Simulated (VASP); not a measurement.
**PdC18: single point with PBE**

The system is PdC18, a slab with vacuum.

```
CELL_PARAMETERS angstrom
7.39800 0.00000 0.00000
-3.69900 6.40686 0.00000
0.00000 0.00000 12.00000
ATOMIC_POSITIONS crystal
C 0.00156 0.00471 0.08150
C 0.22183 0.11262 0.08384
C 0.00146 0.33798 0.08295
C 0.22141 0.44803 0.08593
C 0.00132 0.67103 0.08082
C 0.22251 0.78083 0.07897
C 0.33455 0.00401 0.07910
C 0.55564 0.11343 0.08116
C 0.33307 0.33679 0.09277
C 0.55804 0.44938 0.09110
C 0.33472 0.67139 0.08095
C 0.55601 0.78141 0.07960
C 0.66806 0.00451 0.07990
C 0.88940 0.11436 0.08209
C 0.66957 0.33716 0.08640
C 0.88995 0.44772 0.08262
C 0.66951 0.67382 0.08251
C 0.88963 0.78125 0.08046
Pd 0.48433 0.39057 0.26235
```

The cell was built by a generator and needn't be a form met in nature.

```yaml
Program: VASP 6.6.1
Task: single point
Functional: PBE
Potentials_or_basis: VASP PAW PBE potentials, release 64 (C, Pd)
Cutoff: 520 eV
k_mesh: 2 × 2 × 1
Occupations: gaussian, width 0.02 eV
Spin: no spin polarisation
Dipole_correction: no
Further_INCAR_settings: LREAL = Auto; ALGO = Fast; EDIFF = 1e-07; NBANDS = 56
```

The largest force is 0.094 eV/Å. The band gap on the k mesh is 0.10 eV, direct.

Forces in eV/Å, atoms in the order of the input:
```
C    0.035 -0.021 -0.008
C   -0.019  0.020 -0.004
C    0.046 -0.019 -0.002
C   -0.008  0.010 -0.006
C    0.024 -0.016  0.008
C   -0.016  0.004  0.001
C    0.044  0.004 -0.001
C   -0.042 -0.009 -0.013
C    0.008 -0.008  0.006
C   -0.029  0.009  0.012
C    0.019 -0.011 -0.004
C   -0.031  0.024 -0.005
C    0.049 -0.014  0.004
C   -0.032  0.014  0.004
C    0.043 -0.012 -0.012
C   -0.016  0.031 -0.016
C    0.046 -0.015  0.014
C   -0.030  0.009 -0.002
Pd  -0.091  0.000  0.024
```

Levels at points of the mesh, in eV from the valence-band top:
```tsv
k point	band 38	band 39	band 40	band 41	band 42	band 43	band 44	band 45
(0.00, 0.00, 0.00)	-1.48	-1.47	-0.12	0.00	0.10	0.25	0.90	3.41
(0.50, 0.00, 0.00)	-1.54	-1.33	-1.24	-1.16	0.89	1.61	2.31	2.40
(0.00, 0.50, 0.00)	-1.54	-1.49	-1.27	-1.07	0.96	1.67	2.38	2.41
(0.50, 0.50, 0.00)	-1.53	-1.47	-1.29	-1.07	0.94	1.57	2.34	2.41
```

It took 3.7 min on 1 thread of Intel(R) Xeon(R) 6975P-C (Granite Rapids), with other jobs on the host, peak memory 0.62 GiB.

Caveat: the k mesh is coarse (spacing up to 0.49 Å⁻¹), so the values aren't converged. A hybrid or GW would open this gap; PBE tends to underestimate it.
